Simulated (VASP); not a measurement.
# BCH₄BrO: harmonic vibrations of a molecule

BCH₄BrO, molecule in box, 8 atoms in the cell. PBE, harmonic vibrations; PAW potentials C, B, O, Br, H (PBE set).

## Input

INCAR.step1:
```
PREC = Accurate ; ENCUT = 400
EDIFF = 1E-8 ; ISMEAR = 0
SIGMA = 0.01 ; ISYM = 0
LREAL = F ; LASPH = T
NELM = 100 ; ALGO = Normal
LWAVE = F ; LCHARG = F
IBRION = 2 ; NSW = 60
ISIF = 2 ; EDIFFG = -0.002
POTIM = 0.5
```

INCAR.step2, as INCAR.step1 but for:
```
- IBRION = 2
- NSW = 60
- ISIF = 2
- EDIFFG = -0.002
- POTIM = 0.5
+ IBRION = 5
+ NFREE = 2
+ POTIM = 0.015
+ NSW = 1
```

KPOINTS:
```
k-points
0
Gamma
  1 1 1
```

POSCAR.step1:
```
BH4CBrO
1.0
   11.0000000000      0.0000000000      0.0000000000
    0.0000000000     13.0000000000      0.0000000000
    0.0000000000      0.0000000000     12.0000000000
C B O Br H
1 1 1 1 4
Direct
    0.5078954500      0.6043153800      0.5296833300
    0.5275409100      0.4860153800      0.5255500000
    0.5851500000      0.4349461500      0.6074250000
    0.4675772700      0.4070384600      0.3982416700
    0.5456954500      0.6380538500      0.6053916700
    0.5498500000      0.6411692300      0.4573333300
    0.4109954500      0.6226923100      0.5251916700
    0.5913681800      0.3620615400      0.5948000000
```

Commands (each step's output is kept before the next begins):
```
cat potpaw_PBE.64/C/POTCAR potpaw_PBE.64/B/POTCAR potpaw_PBE.64/O/POTCAR potpaw_PBE.64/Br/POTCAR potpaw_PBE.64/H/POTCAR > POTCAR
cp INCAR.step1 INCAR
cp POSCAR.step1 POSCAR
mpirun -np 4 vasp_gam > vasp.out
cp CONTCAR POSCAR
cp INCAR.step2 INCAR
mpirun -np 4 vasp_gam > vasp.out
```

## Result

- Vibrations (cm⁻¹; a negative value is imaginary): 3723, 3063, 3038, 2977, 1421, 1408, 1348, 1276, 1107, 909, 858, 829, 614, 502, 402, 311, 244, 82
- Zero-point energy (eV): 1.495
- Translations and rotations, which should read zero (cm⁻¹): -19, -7, -2, 2, 5, 11
- Vibrational entropy at 298 K (meV/K): 0.418
- Displaced cells: 48
- Ionic steps, all stages: 83
- Electronic steps, all stages: 1288

VASP 6.6.1 took 1815 s on 4 cores (Intel Xeon Platinum 8375C @ 2.90GHz (Ice Lake)), a shared host.
